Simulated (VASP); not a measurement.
A VASP calculation is set up with these files.

### INCAR
```
SYSTEM = Nb6AlSi
PREC = Accurate
ENCUT = 400
EDIFF = 1E-7
NELM = 100
ALGO = Normal
LREAL = .FALSE.
LASPH = .TRUE.
ISMEAR = -5
GGA = PS
LMAXMIX = 4
LWAVE = .FALSE.
LCHARG = .TRUE.
LORBIT = 11
NEDOS = 601
ISIF = 2
LEFG = .TRUE.
```

POSCAR:
```
Nb6AlSi
1
    5.0963445566    -0.0000000000     0.0000000000
   -0.0000000000     5.0963445566     0.0000000000
    0.0000000000     0.0000000000     5.0963445566
Al Nb Si
1 6 1
Direct
  0.5000000000   0.5000000000   0.5000000000
  0.0000000000   0.5000000000   0.7556991083
  0.0000000000   0.5000000000   0.2443008917
  0.7556991083   1.0000000000   0.5000000000
  0.2443008917   0.0000000000   0.5000000000
  0.5000000000   0.7556991083   0.0000000000
  0.5000000000   0.2443008917   1.0000000000
  0.0000000000   0.0000000000   0.0000000000
```

**KPOINTS**
```
Automatic mesh
0
Gamma
7 7 7
0 0 0
```

POTCAR, in this order: Al Nb_sv Si (PBE.64 set). Program: vasp_std.

**Question.** Translate this PBEsol calculation to Ansatz.

**Answer.** One equivalent input (not run):
Ansatz 0.2 input:
```yaml
crystal:
  lattice:
    - [5.0963446, 0.0000000, 0.0000000]
    - [0.0000000, 5.0963446, 0.0000000]
    - [0.0000000, 0.0000000, 5.0963446]
  atoms:
    - { symbol: Al, position: [0.5000000, 0.5000000, 0.5000000] }
    - { symbol: Nb, position: [0.0000000, 0.5000000, 0.7556991] }
    - { symbol: Nb, position: [0.0000000, 0.5000000, 0.2443009] }
    - { symbol: Nb, position: [0.7556991, 1.0000000, 0.5000000] }
    - { symbol: Nb, position: [0.2443009, 0.0000000, 0.5000000] }
    - { symbol: Nb, position: [0.5000000, 0.7556991, 0.0000000] }
    - { symbol: Nb, position: [0.5000000, 0.2443009, 1.0000000] }
    - { symbol: Si, position: [0.0000000, 0.0000000, 0.0000000] }
kpoints:
  mp_grid: { grid: [7, 7, 7] }
hamiltonian:
  xc: pbesol
  pseudopotentials: { kind: paw }
scf:
  occupations: { method: tetrahedron }
  max_iter: 100
output: { forces: true, stress: true, eigenvalues: true }
```
What does not carry over: each code has its own PAW files, so the cut-off isn't converted (ENCUT is set for VASP's; basis.ecutwfc is left out, and Ansatz then takes the one that its files recommend); Ansatz stops its SCF on the density residual and VASP on the energy change (EDIFF); the field gradients of LEFG aren't asked of the other code.

The structure comes from a computed database's Nb6AlSi entry (Pm-3); how it stands against other phases isn't given here. It was relaxed first.
